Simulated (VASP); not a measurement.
These are RPBE GGA, VASP's PBE PAW potentials (set 64) (plane waves; VASP) values and carry that method's errors.

VASP input:

INCAR:
```
# general
SYSTEM =HfC
PREC   =Accurate
ENCUT  =520   # plane-wave cut-off (eV)
LREAL  =F
LASPH  =T

# electronic loop
EDIFF  =1E-6   # SCF stop (eV)
NELM   =100
ALGO   =Normal   # blocked Davidson
LMAXMIX=6

# smearing
ISMEAR =1   # Methfessel-Paxton
SIGMA  =0.1   # width (eV)

# functional
GGA    =RP

# ions
IBRION =2   # conjugate gradients
NSW    =60   # most ionic steps
ISIF   =3   # ions, shape and volume
EDIFFG =-0.01

# output
LWAVE  =F
LCHARG =F
```

File KPOINTS:
```
Automatic
0
G
12 12 12
```

File POSCAR:
```
HfC
1
    0.0000000000     2.3367226547     2.3367226547
    2.3367226547    -0.0000000000     2.3367226547
    2.3367226547     2.3367226547     0.0000000000
Hf C
1 1
Direct
  0.0000000000   0.0000000000   0.0000000000
  0.5000000000   0.5000000000   0.5000000000
```

POTCAR, in this order: Hf_pv C (PBE.64 set). Program: vasp_std.

Output of the run:

**OSZICAR**
```
       N       E                     dE             d eps       ncg     rms          rms(c)
DAV:   1     0.222480863225E+02    0.22248E+02   -0.77357E+03  1584   0.121E+03
DAV:   2    -0.216256463020E+02   -0.43874E+02   -0.41843E+02  2066   0.209E+02
DAV:   3    -0.232467756659E+02   -0.16211E+01   -0.16056E+01  2013   0.310E+01
DAV:   4    -0.232619716140E+02   -0.15196E-01   -0.15172E-01  1890   0.315E+00
DAV:   5    -0.232622125314E+02   -0.24092E-03   -0.24087E-03  2077   0.304E-01    0.555E+01
DAV:   6    -0.201949057159E+02    0.30673E+01   -0.19722E+01  1793   0.228E+01    0.399E+01
DAV:   7    -0.201453752889E+02    0.49530E-01   -0.60558E-01  1850   0.606E+00    0.242E+01
DAV:   8    -0.201433919277E+02    0.19834E-02   -0.65549E-02  1757   0.254E+00    0.568E+00
DAV:   9    -0.201368272045E+02    0.65647E-02   -0.32408E-02  1796   0.107E+00    0.176E+00
DAV:  10    -0.201366623363E+02    0.16487E-03   -0.90935E-04  1868   0.268E-01    0.323E-01
DAV:  11    -0.201366566178E+02    0.57186E-05   -0.22147E-04  1870   0.105E-01    0.880E-02
DAV:  12    -0.201366531676E+02    0.34502E-05   -0.10468E-05  1852   0.280E-02    0.710E-02
DAV:  13    -0.201366522286E+02    0.93901E-06   -0.57921E-07   972   0.820E-03
   1 F= -.20136652E+02 E0= -.20136568E+02  d E =-.201367E+02
```

### OUTCAR
```
------------------------ aborting loop because EDIFF is reached ----------------------------------------
  FORCE on cell =-STRESS in cart. coord.  units (eV):
  Direction    XX          YY          ZZ          XY          YZ          ZX
  --------------------------------------------------------------------------------------
  Total       -0.0066443     -0.0066443     -0.0066443      0.0000000      0.0000000     -0.0000000
  in kB       -0.4171652     -0.4171652     -0.4171652      0.0000000      0.0000000     -0.0000000
  external PRESSURE =      -0.4171652 kB  Pullay stress =       0.0000000 kB
  volume of cell :       25.52
      direct lattice vectors                 reciprocal lattice vectors
     0.000000000  2.336722655  2.336722655    -0.213974902  0.213974902  0.213974902
     2.336722655  0.000000000  2.336722655     0.213974902 -0.213974902  0.213974902
     2.336722655  2.336722655  0.000000000     0.213974902  0.213974902 -0.213974902
 POSITION                                       TOTAL-FORCE (eV/Angst)
 -----------------------------------------------------------------------------------
      0.00000      0.00000      0.00000         0.000000     -0.000000      0.000000
      2.33672      2.33672      2.33672        -0.000000      0.000000     -0.000000
 -----------------------------------------------------------------------------------
    total drift:                                0.000000      0.000000      0.000000
  FREE ENERGIE OF THE ION-ELECTRON SYSTEM (eV)
  ---------------------------------------------------
  free  energy   TOTEN  =       -20.1366522286 eV

  energy  without entropy=      -20.1363989020  energy(sigma->0) =      -20.13656779

 reached required accuracy - stopping structural energy minimisation
```
(Selected blocks of OUTCAR.)

The compound is HfC in the rock salt structure. It was relaxed first. The start is the result of an earlier pass.
